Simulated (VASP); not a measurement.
Output of a VASP run:

**OSZICAR**
```
       N       E                     dE             d eps       ncg     rms          rms(c)
DAV:   1     0.203222535188E+03    0.20322E+03   -0.15263E+04 10408   0.126E+03
DAV:   2    -0.182111500732E+02   -0.22143E+03   -0.21470E+03 13784   0.348E+02
DAV:   3    -0.267119416328E+02   -0.85008E+01   -0.84799E+01 12584   0.675E+01
DAV:   4    -0.270289627705E+02   -0.31702E+00   -0.31660E+00 17532   0.105E+01
DAV:   5    -0.270306764909E+02   -0.17137E-02   -0.17137E-02 12364   0.831E-01    0.783E+00
DAV:   6    -0.252748541560E+02    0.17558E+01   -0.69507E+00 11604   0.194E+01    0.393E+00
DAV:   7    -0.252383280786E+02    0.36526E-01   -0.21391E-01 14180   0.316E+00    0.249E+00
DAV:   8    -0.252258176488E+02    0.12510E-01   -0.63974E-02 12192   0.274E+00    0.248E-01
DAV:   9    -0.252258969273E+02   -0.79279E-04   -0.12642E-02 15488   0.793E-01    0.127E-01
DAV:  10    -0.252260338629E+02   -0.13694E-03   -0.73117E-04 12876   0.219E-01    0.782E-02
DAV:  11    -0.252260996248E+02   -0.65762E-04   -0.28574E-04 13344   0.132E-01    0.257E-02
DAV:  12    -0.252260860093E+02    0.13616E-04   -0.83978E-05 12172   0.636E-02    0.394E-03
DAV:  13    -0.252260859626E+02    0.46655E-07   -0.11765E-06  9232   0.877E-03
   1 F= -.25226086E+02 E0= -.25226086E+02  d E =-.650264E-10
```

File OUTCAR:
```
------------------------ aborting loop because EDIFF is reached ----------------------------------------
  FORCE on cell =-STRESS in cart. coord.  units (eV):
  Direction    XX          YY          ZZ          XY          YZ          ZX
  --------------------------------------------------------------------------------------
  Total       -3.3987035     -2.7991917     -3.2682863      0.0429475     -0.1019326     -0.0039948
  in kB      -85.7245428    -70.6032237    -82.4350654      1.0832532     -2.5710168     -0.1007603
  external PRESSURE =     -79.5876106 kB  Pullay stress =       0.0000000 kB
  volume of cell :       63.52
      direct lattice vectors                 reciprocal lattice vectors
     3.990000000  0.000000000  0.000000000     0.250626566  0.000000000  0.000000000
     0.000000000  3.990000000  0.000000000     0.000000000  0.250626566  0.000000000
     0.000000000  0.000000000  3.990000000     0.000000000  0.000000000  0.250626566
 POSITION                                       TOTAL-FORCE (eV/Angst)
 -----------------------------------------------------------------------------------
      3.94182      3.93451      0.02335         0.111163      0.097956     -0.132076
      1.98859      1.94299      1.91737        -0.068250      0.811592      0.631868
      2.01358      0.05220      2.06348        -0.138846     -0.824907     -0.296162
      3.96843      2.04470      2.00643         0.332857     -0.096261     -0.178427
      2.05258      2.00060      3.96436        -0.236924      0.011620     -0.025202
 -----------------------------------------------------------------------------------
    total drift:                               -0.000324      0.000780      0.000238
  FREE ENERGIE OF THE ION-ELECTRON SYSTEM (eV)
  ---------------------------------------------------
  free  energy   TOTEN  =       -25.2260859626 eV

  energy  without entropy=      -25.2260859626  energy(sigma->0) =      -25.22608596
```
(Selected blocks of OUTCAR.)

**POSCAR**
```
KMgF3
1
    3.9900000000     0.0000000000     0.0000000000
    0.0000000000     3.9900000000     0.0000000000
    0.0000000000     0.0000000000     3.9900000000
K Mg F
1 1 3
Direct
 -0.0120750000  -0.0139080000   0.0058530000
  0.4983940000   0.4869660000   0.4805450000
  0.5046570000   0.0130820000   0.5171630000
 -0.0054070000   0.5124560000   0.5028650000
  0.5144310000   0.5014040000  -0.0064260000
```

### Question
Reconstruct the remaining input files.

### Answer
One answer among several that fit: the input of the run itself, PBEsol GGA, plane waves, VASP's PBE PAW potentials (set 64).

KPOINTS:
```
K-points
0
gamma
8 8 8
```

INCAR:
```
ALGO = Normal
EDIFF = 1E-6
ENCUT = 400
GGA = PS
ISIF = 2
ISMEAR = -1
LASPH = T
LCHARG = F
LREAL = F
LWAVE = F
NELM = 100
PREC = Accurate
SIGMA = 0.05
SYSTEM = KMgF3
```

POTCAR, in this order: K_sv Mg F (PBE.64 set). Program: vasp_std.

At this cut-off the stress carries a Pulay error, which pulls relaxed volumes low.

The structure is a typed KMgF3 crystal (Pm-3m). The cell was not relaxed at this level, atoms are displaced from their ideal sites.
